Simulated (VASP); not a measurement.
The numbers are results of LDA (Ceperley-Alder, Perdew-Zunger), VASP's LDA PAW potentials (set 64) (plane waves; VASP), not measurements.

A VASP calculation is set up with these files.

**POSCAR**
```
WSe2
1
    1.5537771960    -2.6912200741     0.0000000000
    1.5537771960     2.6912200741     0.0000000000
    0.0000000000     0.0000000000    11.6710499072
W Se
2 4
Direct
  0.3333330000   0.6666670000   0.2500000000
  0.6666670000   0.3333330000   0.7500000000
  0.3333330000   0.6666670000   0.8948176001
  0.6666670000   0.3333330000   0.3948176001
  0.6666670000   0.3333330000   0.1051823999
  0.3333330000   0.6666670000   0.6051823999
```

**INCAR**
```
SYSTEM = WSe2
PREC = Accurate
ENCUT = 500
EDIFF = 1E-6
NELM = 100
ALGO = Normal
LREAL = .FALSE.
LASPH = .TRUE.
ISMEAR = 0
SIGMA = 0.05
LMAXMIX = 6
LWAVE = .FALSE.
LCHARG = .FALSE.
IBRION = 2
ISIF = 3
NSW = 40
EDIFFG = -0.02
PSTRESS = 300
```

File KPOINTS:
```
Automatic mesh
0
Gamma
8 8 2
0 0 0
```

POTCAR, in this order: W_sv Se (LDA.64 set). Program: vasp_std.

Energy and stress use the plane-wave basis of the starting cell.

### Question
What does the run give for the energy per atom (σ→0), volume per atom?

### Answer

The energy per atom (σ→0) comes out as -7.801 eV/atom and the volume per atom is 15.48 Å³/atom.

**OSZICAR**
```
...
   7 F= -.29417438E+02 E0= -.29417429E+02  d E =-.399031E-02
       N       E                     dE             d eps       ncg     rms          rms(c)
DAV:   1    -0.468077388257E+02    0.13194E-02   -0.90018E-03  1254   0.635E-01    0.763E-02
DAV:   2    -0.468076194604E+02    0.11937E-03   -0.10034E-03  1495   0.179E-01    0.461E-02
DAV:   3    -0.468075905605E+02    0.28900E-04   -0.70939E-05  1461   0.515E-02    0.201E-02
DAV:   4    -0.468075796577E+02    0.10903E-04   -0.35662E-05  1408   0.330E-02    0.803E-03
DAV:   5    -0.468075795878E+02    0.69901E-07   -0.17763E-06   960   0.823E-03
   8 F= -.29417488E+02 E0= -.29417476E+02  d E =-.404017E-02
```

The compound is WSe2 in the 2H layered structure. This run relaxes it under an external pressure of 30 GPa. Symmetry was kept, so distortions that lower it aren't found.
